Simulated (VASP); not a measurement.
Crystal: Fe.

```
CELL_PARAMETERS angstrom
-1.44300 1.44300 1.44300
1.44300 -1.44300 1.44300
1.44300 1.44300 -1.44300
ATOMIC_POSITIONS crystal
Fe 0.00000 0.00000 0.00000
```

```yaml
Program: VASP 6.6.1
Task: relaxation of cell and atoms
Functional: PBE
Potentials_or_basis: VASP PAW PBE potentials, release 64 (Fe)
Cutoff: 520 eV
k_mesh: 8 × 8 × 8
Occupations: gaussian, width 0.1 eV
Spin: collinear spin, ferromagnetic start
Starting_moments: "[2.5] μB"
```

At the start: pressure -7.6 GPa; volume 12.02 Å³/atom.

**Question.** Where does the relaxation end?

**Answer.** Over 4 steps the energy falls by 11.9 meV/atom and the volume is 11.54 Å³/atom (-4.0 %); space group Im-3m (No. 229, to 0.05 Å); moment 2.34 μB per cell.

Step by step:
```tsv
step	energy change (eV)	largest force (eV/Å)	pressure (GPa)	volume (Å³)
1	0.0000	0.0000	-7.59	12.02
2	-0.0092	0.0000	2.87	11.06
3	-0.0113	0.0000	1.82	11.43
4	-0.0119	0.0000	-0.01	11.54
```

Final structure:
```
Fe
1.0
    -1.42351    1.42351    1.42351
     1.42351   -1.42351    1.42351
     1.42351    1.42351   -1.42351
Fe
1
Direct
  0.00000 0.00000 0.00000
```

Caveat: the k mesh is coarse (spacing up to 0.38 Å⁻¹), so the values aren't converged.
